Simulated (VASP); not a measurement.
Given:

```yaml
crystal:
  lattice:
    - [4.52093, 0.00000, 0.00000]
    - [0.00000, 9.04743, 0.00000]
    - [0.00000, 0.00000, 6.35104]
  atoms:
    - { symbol: Cd, position: [0.00000, 0.00000, 0.97737] }
    - { symbol: Cd, position: [0.50000, 0.76229, 0.50881] }
    - { symbol: Cd, position: [0.50000, 0.23771, 0.50881] }
    - { symbol: Cd, position: [0.00000, 0.50000, 0.00626] }
    - { symbol: Te, position: [0.00000, 0.75679, 0.24973] }
    - { symbol: Te, position: [0.00000, 0.24321, 0.24973] }
    - { symbol: Te, position: [0.50000, 0.50000, 0.74730] }
    - { symbol: Se, position: [0.50000, 0.00000, 0.75202] }
```

All values below come from PBEsol GGA, VASP's PBE PAW potentials (set 64) (plane waves; VASP). Settings: 400 eV cut-off, 6×3×4 Γ-centred mesh, tetrahedra with Blöchl corrections, potentials Cd Te Se.

Unless said otherwise, spin-orbit coupling is left out, though it shifts the bands of the heavy elements here.

### Question
Estimate the energy per atom (σ→0), band gap (on the k-mesh) with the smallest direct gap where there is one.

### Answer

```json
{
 "band gap (on the k-mesh)": "0.48 eV",
 "smallest direct gap (on the k-mesh)": "0.48 eV",
 "energy per atom (σ→0)": "-2.822 eV/atom"
}
```

The absolute energy has meaning only against runs of the same code, potentials and settings.

The structure comes from a computed database's Cd4Te3Se entry (Pmm2); how it stands against other phases isn't given here. It was relaxed first.
